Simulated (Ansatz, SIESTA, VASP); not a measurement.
**Ga2HgTe4 (I-4, 7 atoms in the cell) computed with different codes at matched settings**

Self-consistent single point.

```
CELL_PARAMETERS angstrom
     -3.10161     3.10161     5.95895
      3.10161    -3.10161     5.95895
      3.10161     3.10161    -5.95895
ATOMIC_POSITIONS crystal
  Ga 0.50000 0.50000 0.00000
  Ga 0.25000 0.75000 0.50000
  Hg 0.00000 0.00000 0.00000
  Te 0.60794 0.13692 0.02048
  Te 0.86308 0.88356 0.47102
  Te 0.11644 0.58746 0.97952
  Te 0.41254 0.39206 0.52898
```

Shared settings, as Ansatz (a quantum-chemistry and plane-wave program) writes them: kpoints.mp_grid.grid = 3 3 3; magnetization.spin_orbit = true; scf.occupations.method = fermi_dirac; scf.occupations.width = 0.01 eV. Potentials and cutoffs stand in the table.

| code | model | pressure (GPa) | largest force (eV/Å) | gap on the mesh (eV) | cutoff |
|---|---|---|---|---|---|
| SIESTA | GGA PBEsol with spin-orbit coupling, numerical atomic orbitals DZP, PseudoDojo PBEsol fully relativistic norm-conserving potentials (rewritten from UPF to PSML) | – | 0.479 | 0.451 | grid 350 Ry |
| VASP | PBEsol, spin-orbit coupling, VASP's PBE PAW potentials (set 64) | -0.97 | 0.116 | 0.387 | 300 eV |
| Ansatz | PBEsol with spin-orbit coupling, default PAW files made with PBE | -1.04 | 0.125 | 0.405 | default |

A dash marks a value that a program does not give, or that is left out as unsure.

Gaps are read on the mesh.

The spread over the programs that give each value: pressure within 0.07 GPa; largest force within 0.363 eV/Å; gap on the mesh within 0.064 eV.

SIESTA uses small atom-centred bases, whose incompleteness enters pressures, forces and empty levels differently from a plane-wave cutoff. Ansatz's pressure is given at a fixed set of plane waves, as the other plane-wave codes print theirs. In the force vectors, SIESTA (by 0.363) lies more than 0.08 eV/Å from the median of the plane-wave programs.

VASP's run is marked for a possible Pulay error in its stress at this cutoff; no cutoff test was made.

The starting cell comes from a database of computed structures (which also holds hypothetical and non-ambient phases and stackings), without a prior relaxation at this level.

Keys are those of Ansatz 0.2.
